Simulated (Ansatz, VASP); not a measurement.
RbAlRu: VASP beside Ansatz

INCAR

```
SYSTEM = RbAlRu
PREC = Accurate
ENCUT = 520
EDIFF = 1E-6
ISMEAR = 0
SIGMA = 0.1
LREAL = .FALSE.
LASPH = .TRUE.
NELM = 80
ALGO = Fast
ISIF = 2
LWAVE = .FALSE.
LCHARG = .FALSE.
GGA = PE
NBANDS = 35
```

KPOINTS

```
Automatic mesh
0
G
  6 6 2
  0 0 0
```

File POSCAR:

```
RbAlRu
1.0
    4.3910245000      0.0000000000      0.0000000000
   -2.1955122500      3.8027387700      0.0000000000
    0.0000000000      0.0000000000      8.0754712600
Rb Al Ru
2 2 2
Direct
    0.0000000000      0.0000000000      0.0000000000
    0.0000000000      0.0000000000      0.5000000000
    0.6666666700      0.3333333300      0.2500000000
    0.3333333300      0.6666666700      0.7500000000
    0.6666666700      0.3333333300      0.7500000000
    0.3333333300      0.6666666700      0.2500000000
```

Input for Ansatz:

```yaml
crystal:
  lattice:
    - [4.3910245, 0.0, 0.0]
    - [-2.19551225, 3.80273877, 0.0]
    - [0.0, 0.0, 8.07547126]
  atoms:
    - { symbol: Rb, position: [0.0, 0.0, 0.0] }
    - { symbol: Rb, position: [0.0, 0.0, 0.5] }
    - { symbol: Al, position: [0.66666667, 0.33333333, 0.25] }
    - { symbol: Al, position: [0.33333333, 0.66666667, 0.75] }
    - { symbol: Ru, position: [0.66666667, 0.33333333, 0.75] }
    - { symbol: Ru, position: [0.33333333, 0.66666667, 0.25] }
basis:
  ecutwfc: 420
kpoints:
  mp_grid: { grid: [6, 6, 2] }
hamiltonian:
  xc: pbe
scf:
  occupations: { method: gaussian, width: 0.1 }
  lower_state_search: "off"
output:
  forces: true
  stress: true
  eigenvalues: true
```

Change from the starting cell: species swapped into the EuAgP type (P6_3/mmc, No. 194).

Alike in both runs: task single point; functional PBE; k mesh 6 × 6 × 2; occupations gaussian, width 0.1 eV; no spin polarisation.

|  | VASP | Ansatz |
| --- | --- | --- |
| version | VASP 6.6.1 | Ansatz 0.2.0 |
| potentials or method | VASP PAW PBE potentials, release 64 (Rb_sv, Al, Ru_pv) | scalar-relativistic, plane waves, PAW |
| plane-wave cutoff (eV) | 520 | 420 |
| valence electrons in the cell | 52 | 56 |

|  | VASP | Ansatz | Ansatz less VASP |
| --- | --- | --- | --- |
| gap on the k mesh at the Fermi level (eV) | none | none | - |
| pressure (GPa) | 5.9 | 5.7 | -0.11 |
| largest component of the traceless stress (GPa) | 4.05 | 4.05 | +0.001 |

A gap of «none» marks a metal or a gap that the smearing closes. The two sets of potentials don't hold the same shells in valence.

Caveats: the k mesh is coarse (spacing up to 0.39 Å⁻¹), so the values aren't converged.
